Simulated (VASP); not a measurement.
A VASP calculation is set up with these files.

File POSCAR:
```
K
1.0
 -2.5207137189   2.5207137189   2.5207137189
  2.5207137189  -2.5207137189   2.5207137189
  2.5207137189   2.5207137189  -2.5207137189
K
1
Cartesian
  0.0000000000   0.0000000000   0.0000000000
```

File KPOINTS:
```
Automatic mesh
0
Gamma
10 10 10
0 0 0
```

### INCAR
```
# general
SYSTEM=K
PREC  =Accurate
ENCUT =500
LREAL =.FALSE.
LASPH =.TRUE.

# electronic loop
EDIFF =1E-6
NELM  =100
ALGO  =Normal

# smearing
ISMEAR=1
SIGMA =0.1

# ions
IBRION=2
NSW   =40
ISIF  =3
EDIFFG=-0.02

# output
LWAVE =.FALSE.
LCHARG=.FALSE.
```

POTCAR, in this order: K_sv (LDA.64 set). Program: vasp_std.

**Question.** Write an equivalent input for Quantum ESPRESSO's pw.x.

**Answer.** One equivalent input (not run):
```
&CONTROL
  calculation = 'vc-relax'
  pseudo_dir = './pseudo'
  outdir = './out'
  tprnfor = .true.
  tstress = .true.
  nstep = 40
  forc_conv_thr = 0.00078
/
&SYSTEM
  ibrav = 0
  nat = 1
  ntyp = 1
  ecutwfc = 72
  occupations = 'smearing'
  smearing = 'methfessel-paxton'
  degauss = 0.00735
  input_dft = 'pz'
/
&ELECTRONS
  conv_thr = 7.3e-08
  electron_maxstep = 100
/
&IONS
/
&CELL
/
ATOMIC_SPECIES
  K 39.098 K.upf
CELL_PARAMETERS angstrom
    -2.5207137    2.5207137    2.5207137
     2.5207137   -2.5207137    2.5207137
     2.5207137    2.5207137   -2.5207137
ATOMIC_POSITIONS crystal
  K    0.0000000  0.0000000  0.0000000
K_POINTS automatic
  10 10 10 0 0 0
```
The two are equivalent in intent, not identical: the potentials are each code's own (VASP's PAW set, PseudoDojo norm-conserving files in pw.x), so ENCUT and ecutwfc are chosen apart and not converted; conv_thr bounds pw.x's estimated SCF error, while EDIFF bounds the energy change between steps; forc_conv_thr acts on force components and is met together with etot_conv_thr.

The compound is K in the bcc structure. It was relaxed first, which changed the volume by -13 %.
